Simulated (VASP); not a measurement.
## FeAg$_{2}$Sn$_{3}$S$_{8}$ (space group R-3m): computed properties

Method: r2SCAN meta-GGA, VASP's PBE PAW potentials (set 64) (plane waves; VASP).

- space group: R-3m (166)
- cell: a = 7.5119 Å, b = 7.5119 Å, c = 17.9077 Å, α = 90.00°, β = 90.00°, γ = 120.00°
- volume per atom: 20.84 Å³/atom
- band gap (over mesh and band path): 1.03 eV
- smallest direct gap (over mesh and band path): 1.26 eV
- band-edge character: indirect, H0-L at 0.71 to Γ
- density: 5.03 g/cm³

Space group R-3m, hexagonal axes (No. 166); a = 7.512 Å, b = 7.512 Å, c = 17.908 Å, α = 90.00°, β = 90.00°, γ = 120.00°

| atom | site | symmetry | x | y | z |
|---|---|---|---|---|---|
| Fe | 3a | -3m | 0.0000 | 0.0000 | 0.0000 |
| Ag | 6c | 3m | 0.0000 | 0.0000 | 0.3888 |
| Sn | 9d | .2/m | 0.5000 | 0.5000 | 0.5000 |
| S | 18h | .m | 0.1440 | 0.2879 | 0.0786 |
| S | 6c | 3m | 0.0000 | 0.0000 | 0.2469 |
(The calculation used a cell of 14 atoms; values per cell refer to that cell.)

Unless said otherwise, spin-orbit coupling is left out, though it shifts the bands of the heavy elements here.

The structure comes from a computed database's FeAg2Sn3S8 entry (R-3m); how it stands against other phases isn't given here. It was relaxed first. Symmetry was kept, so distortions that lower it aren't found. The run is not spin-polarised, so no magnetic state was tried.
